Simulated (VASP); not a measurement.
An input for Quantum ESPRESSO's pw.x (written as the equivalent of a VASP run, and not itself run):

```
&CONTROL
  calculation = 'vc-relax'
  pseudo_dir = './pseudo'
  outdir = './out'
  tprnfor = .true.
  tstress = .true.
  nstep = 30
  forc_conv_thr = 0.00039
/
&SYSTEM
  ibrav = 0
  nat = 4
  ntyp = 2
  ecutwfc = 84
  occupations = 'smearing'
  smearing = 'gaussian'
  degauss = 0.003675
  input_dft = 'vdw-df-obk8'
/
&ELECTRONS
  conv_thr = 7.3e-09
  electron_maxstep = 100
/
&IONS
/
&CELL
  cell_dofree = 'shape'
/
ATOMIC_SPECIES
  Mg 24.305 Mg.upf
  Te 127.600 Te.upf
CELL_PARAMETERS angstrom
     2.3391690   -4.0515599    0.0000000
     2.3391690    4.0515599    0.0000000
     0.0000000    0.0000000    7.6132387
ATOMIC_POSITIONS crystal
  Mg   0.6666670  0.3333330  0.4997521
  Mg   0.3333330  0.6666670  0.9997521
  Te   0.6666670  0.3333330  0.8762479
  Te   0.3333330  0.6666670  0.3762479
K_POINTS automatic
  6 6 3 0 0 0
```

Task: Translate this input to VASP (INCAR, KPOINTS, POSCAR, choice of POTCAR).

Result: One answer among several that fit: 
INCAR:
```
# general
SYSTEM   = MgTe
PREC     = Accurate
ENCUT    = 520   # plane-wave cut-off (eV)
LREAL    = .FALSE.
LASPH    = .TRUE.   # aspherical one-centre terms

# electronic loop
EDIFF    = 1E-7
NELM     = 100   # most electronic steps
ALGO     = Normal   # blocked Davidson
LMAXMIX  = 4

# smearing
ISMEAR   = 0
SIGMA    = 0.05   # width (eV)

# functional
GGA      = BO
LUSE_VDW = .TRUE.
AGGAC    = 0.0
PARAM1   = 0.1833333333
PARAM2   = 0.22

# ions
IBRION   = 2   # conjugate gradients
NSW      = 30
ISIF     = 4
EDIFFG   = -0.01   # ionic stop

# output
LWAVE    = .FALSE.
LCHARG   = .FALSE.
```

POSCAR:
```
MgTe
1
    2.3391689525    -4.0515599048     0.0000000000
    2.3391689525     4.0515599048     0.0000000000
    0.0000000000     0.0000000000     7.6132386836
Mg Te
2 2
Direct
  0.6666670000   0.3333330000   0.4997520667
  0.3333330000   0.6666670000   0.9997520667
  0.6666670000   0.3333330000   0.8762479333
  0.3333330000   0.6666670000   0.3762479333
```

**KPOINTS**
```
Automatic mesh
0
Gamma
 6 6 3
```

POTCAR, in this order: Mg Te (PBE.64 set). Program: vasp_std.

Limits of the translation: the potentials are each code's own (VASP's PAW set, PseudoDojo norm-conserving files in pw.x), so ENCUT and ecutwfc are chosen apart and not converted; conv_thr bounds pw.x's estimated SCF error, while EDIFF bounds the energy change between steps; forc_conv_thr acts on force components and is met together with etot_conv_thr.

The compound is MgTe in the wurtzite structure. This cell is one point of a volume scan, at 1.06 of the reference volume. Symmetry was kept, so distortions that lower it aren't found.
